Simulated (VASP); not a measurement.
Write the native input for VASP 6.6.1 that does the following.

```yaml
Task: single point
Functional: PBE
Potentials_or_basis: VASP PAW PBE potentials, release 64 (Li_sv, Ca_sv, F)
Cutoff: 520 eV
k_mesh: 6 × 6 × 6
Occupations: gaussian, width 0.05 eV
Spin: no spin polarisation
Dipole_correction: no
Further_INCAR_settings: ALGO = Normal; EDIFF = 1e-06; NBANDS = 25
```

The structure of LiCaF3 lies in POSCAR:

```
LiCaF3
1.0
    3.7612440000      0.0000000000      0.0000000000
    0.0000000000      3.7612440000      0.0000000000
    0.0000000000      0.0000000000      3.7612440000
Li Ca F
1 1 3
Direct
    0.4812001885      0.4812001885      0.4734130516
    0.0000000000      0.0000000000      0.0000000000
    0.0000000000      0.5000000000      0.5000000000
    0.5000000000      0.5000000000      0.0000000000
    0.5000000000      0.0000000000      0.5000000000
```

The cell comes from a database or a generator and needn't be the stable form of this composition.

The cell isn't the ideal one: atom 1 (Li) moved by (-0.100, -0.100) A along [1 1 0] and z.

These files were run (other wordings do the same):

INCAR

```
SYSTEM = LiCaF3
PREC     = Accurate       ! precision mode
ENCUT    = 520            ! plane-wave cutoff, eV
EDIFF    = 1E-6           ! SCF threshold, eV
ISMEAR   = 0              ! smearing method
SIGMA    = 0.05           ! smearing width, eV
LREAL    = .FALSE.        ! projectors in reciprocal space
LASPH    = .TRUE.         ! aspherical terms in the spheres
NELM     = 60             ! most SCF steps
ALGO     = Normal         ! electronic algorithm
ISIF     = 2              ! what is computed and relaxed
LWAVE    = .FALSE.        ! write WAVECAR
LCHARG   = .FALSE.        ! write CHGCAR
GGA      = PE             ! functional
NBANDS   = 25             ! bands
```

KPOINTS

```
regular mesh
0
G
  6 6 6
  0 0 0
```

Potentials or basis: VASP PAW PBE potentials, release 64 (Li_sv, Ca_sv, F).

Launch:

```sh
$ cat potpaw_PBE.64/Li_sv/POTCAR potpaw_PBE.64/Ca_sv/POTCAR potpaw_PBE.64/F/POTCAR > POTCAR
$ mpirun -np 1 vasp_std > vasp.out
```

It gave:

```
Largest force          : 0.865 eV/Å
Band gap on the k mesh : 6.47 eV, indirect (least direct gap 6.57 eV)
```

Wall time 30 s on 1 thread of Intel(R) Xeon(R) 6975P-C (Granite Rapids), with other jobs on the host, peak memory 0.21 GiB.
